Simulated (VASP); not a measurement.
Here is a VASP 6.6.1 calculation.

The input POSCAR:

```
ZnSe                                    
1.0
    0.0000000000      2.8716813298      2.8716813298
    2.8716813298      0.0000000000      2.8716813298
    2.8716813298      2.8716813298     -0.0000000000
  Zn              Se            
     1     1
Direct
     0.0000000000000000    0.0000000000000000    0.0000000000000000
     0.2500000000000000    0.2500000000000000    0.2500000000000000
```

The input INCAR.step1:

```
PREC = Accurate
ENCUT = 520
EDIFF = 1E-7
ISMEAR = 0
SIGMA = 1.0
LREAL = F
LASPH = T
NELM = 60
ALGO = Fast
ISIF = 2
LWAVE = F
LCHARG = T
GGA = PE
```

KPOINTS.step1

```
Automatic mesh
0
Gamma
  10 10 10
```

INCAR.step2

```
PREC = Accurate
ENCUT = 520
EDIFF = 1E-7
ISMEAR = 0
SIGMA = 0.05
LREAL = F
LASPH = T
NELM = 60
ALGO = Fast
ISIF = 2
LWAVE = F
LCHARG = F
GGA = PE
ICHARG = 11
```

The input KPOINTS.step2:

```
path GXWKGLUWLK,UX
20
line-mode
reciprocal
 0.0000000000  0.0000000000  0.0000000000  G
 0.5000000000  0.0000000000  0.5000000000  X

 0.5000000000  0.0000000000  0.5000000000  X
 0.5000000000  0.2500000000  0.7500000000  W

 0.5000000000  0.2500000000  0.7500000000  W
 0.3750000000  0.3750000000  0.7500000000  K

 0.3750000000  0.3750000000  0.7500000000  K
 0.0000000000  0.0000000000  0.0000000000  G

 0.0000000000  0.0000000000  0.0000000000  G
 0.5000000000  0.5000000000  0.5000000000  L

 0.5000000000  0.5000000000  0.5000000000  L
 0.6250000000  0.2500000000  0.6250000000  U

 0.6250000000  0.2500000000  0.6250000000  U
 0.5000000000  0.2500000000  0.7500000000  W

 0.5000000000  0.2500000000  0.7500000000  W
 0.5000000000  0.5000000000  0.5000000000  L

 0.5000000000  0.5000000000  0.5000000000  L
 0.3750000000  0.3750000000  0.7500000000  K

 0.6250000000  0.2500000000  0.6250000000  U
 0.5000000000  0.0000000000  0.5000000000  X
```

Potentials or basis: VASP PAW PBE potentials, release 64 (Zn, Se).

Run with:

```console
$ cat potpaw_PBE.64/Zn/POTCAR potpaw_PBE.64/Se/POTCAR > POTCAR
$ cp INCAR.step1 INCAR
$ cp KPOINTS.step1 KPOINTS
$ mpirun -np 1 vasp_std > vasp.out
$ cp INCAR.step2 INCAR
$ cp KPOINTS.step2 KPOINTS
$ mpirun -np 1 vasp_std > vasp.out
```

**Question.** Estimate the band gap on the k mesh.

**Answer.** 1.13 eV, direct.

**Question.** Estimate the band gap along the path.

**Answer.** 1.13 eV, direct.

Levels at the corners of the path, in eV from the valence-band top:
```
point  band 5  band 6  band 7  band 8  band 9  band 10  band 11  band 12  band 13
    Γ   -6.07   -6.07    0.00    0.00    0.00     1.13     5.81     5.81     5.81
    X   -6.03   -5.91   -4.58   -2.05   -2.05     3.07     3.46    10.46    10.98
    X   -6.03   -5.91   -4.58   -2.05   -2.05     3.07     3.46    10.46    10.98
    W   -6.09   -5.80   -4.49   -2.60   -2.48     5.37     5.48     6.88     7.71
    W   -6.09   -5.80   -4.49   -2.60   -2.48     5.37     5.48     6.88     7.71
    K   -6.05   -5.83   -4.52   -2.90   -1.68     3.61     5.51     8.93     9.14
    K   -6.05   -5.83   -4.52   -2.90   -1.68     3.61     5.51     8.94     9.15
    Γ   -6.07   -6.07    0.00    0.00    0.00     1.13     5.81     5.81     5.81
    Γ   -6.07   -6.07    0.00    0.00    0.00     1.13     5.81     5.81     5.81
    L   -6.05   -5.93   -4.98   -0.81   -0.81     2.47     6.39     6.39     8.46
    L   -6.05   -5.93   -4.98   -0.81   -0.81     2.47     6.39     6.39     8.46
    U   -6.05   -5.83   -4.52   -2.90   -1.68     3.61     5.51     8.93     9.15
    U   -6.05   -5.83   -4.52   -2.90   -1.68     3.61     5.51     8.93     9.15
    W   -6.09   -5.80   -4.49   -2.60   -2.48     5.37     5.48     6.88     7.71
    W   -6.09   -5.80   -4.49   -2.60   -2.48     5.37     5.48     6.88     7.71
    L   -6.05   -5.93   -4.98   -0.81   -0.81     2.47     6.39     6.39     8.46
    L   -6.05   -5.93   -4.98   -0.81   -0.81     2.47     6.39     6.39     8.46
    K   -6.05   -5.83   -4.52   -2.90   -1.68     3.61     5.51     8.93     9.14
    U   -6.05   -5.83   -4.52   -2.90   -1.68     3.61     5.51     8.93     9.14
    X   -6.03   -5.91   -4.58   -2.05   -2.05     3.07     3.46    10.47    10.98
```

Caveat: the log is that of the step along the path at fixed density, whose energy, stress, charges and moments have no meaning.

**Experimental background.**

From “Alloy Disordering Effects on the Thermal Conductivity and Energy Gap Temperature Dependence of Cd1−xZnxSe Ternary Crystals Grown by the Bridgman Method”, 2023, pmc:10253836, for a bulk crystal of ZnSe at 300 K: band gap 2.695 ± 0.003 eV (an exciton energy, a little under the gap).

A measured gap of ZnSe is 2.695 eV (an exciton energy, a little under the gap; 300 K; “Alloy Disordering Effects on the Thermal Conductivity and Energy Gap Temperature Dependence of Cd1−xZnxSe Ternary Crystals Grown by the Bridgman Method”, 2023, pmc:10253836); the calculated 1.13 eV misses it by -1.56 eV. So large a miss can be the level of theory's own, or it may mean another phase, state or a wrong row. Spin-orbit coupling on Se is left out. The value is that of PBE, without temperature or zero-point motion. Semilocal functionals fall short of measured gaps as a rule.
